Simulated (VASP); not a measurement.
These are r2SCAN meta-GGA, VASP's PBE PAW potentials (set 64) (plane waves; VASP 6.6.1) values and carry that method's errors.

A VASP calculation is set up with these files.

**INCAR**
```
ISMEAR  =  0   # Gaussian
LASPH  =  .TRUE.   # aspherical one-centre terms
METAGGA  =  R2SCAN
PREC  =  Accurate
ISIF  =  2   # forces and stress, cell fixed
NELM  =  100
ALGO  =  Normal   # blocked Davidson
LMIXTAU  =  .TRUE.
SYSTEM  =  InAs
SIGMA  =  0.05
LMAXMIX  =  4   # l cut-off of mixed one-centre charges
LCHARG  =  .FALSE.
LWAVE  =  .FALSE.
ENCUT  =  480   # plane-wave cut-off (eV)
LREAL  =  .FALSE.   # projection in real space or not
EDIFF  =  1E-7   # SCF stop (eV)
```

File KPOINTS:
```
Automatic mesh
0
Gamma
8 8 8
0 0 0
```

POSCAR:
```
InAs
4.3187340
  0.0000000000   0.7071068510   0.7071068510
  0.7071068510   0.0000000000   0.7071068510
  0.7071068510   0.7071068510   0.0000000000
In As
1 1
Cartesian
  0.0000000000   0.0000000000   0.0000000000
  0.3535534255   0.3535534255   0.3535534255
```

POTCAR, in this order: In_d As (PBE.64 set). Program: vasp_std.

**Question.** What will the output report for the number of irreducible k-points (NKPTS), number of bands (NBANDS), largest plane-wave count, number of space-group operations, FFT grid (NGX, NGY, NGZ)?

**Answer.** 
```json
{
 "number of irreducible k-points (NKPTS)": "29",
 "number of bands (NBANDS)": "13",
 "largest_plane_wave_count": "1380",
 "number_of_space_group_operations": "24",
 "FFT grid (NGX, NGY, NGZ)": "32 × 32 × 32"
}
```

The compound is InAs in the zinc blende structure. It was relaxed first.
